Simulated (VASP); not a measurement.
```xyz
4
Lattice="4.1833 0.0000 0.0000 -2.0917 3.6229 0.0000 0.0000 0.0000 6.8980" Properties=species:S:1:pos:R:3 pbc="T T T"
Cu     2.0917     1.2076     6.0235
Cu     0.0000     2.4153     2.5745
I      2.0917     1.2076     3.4613
I      0.0000     2.4153     0.0123
```

Level of theory: PBEsol GGA, VASP's PBE PAW potentials (set 64) (plane waves; VASP 6.6.1). Settings: 400 eV cut-off, Gaussian smearing of 0.050 eV, potentials Cu I.

Unless said otherwise, spin-orbit coupling is left out, though it shifts the bands of the heavy elements here.

### Question
Predict the band gap (along the path) with the smallest direct gap where there is one.

### Answer

The band gap (along the path) is 1.24 eV and the smallest direct gap (along the path) is 1.24 eV.

Only differences to runs with the same potentials and settings are physical.

The structure comes from a computed database's CuI entry (P6_3mc); how it stands against other phases isn't given here. It was relaxed first.
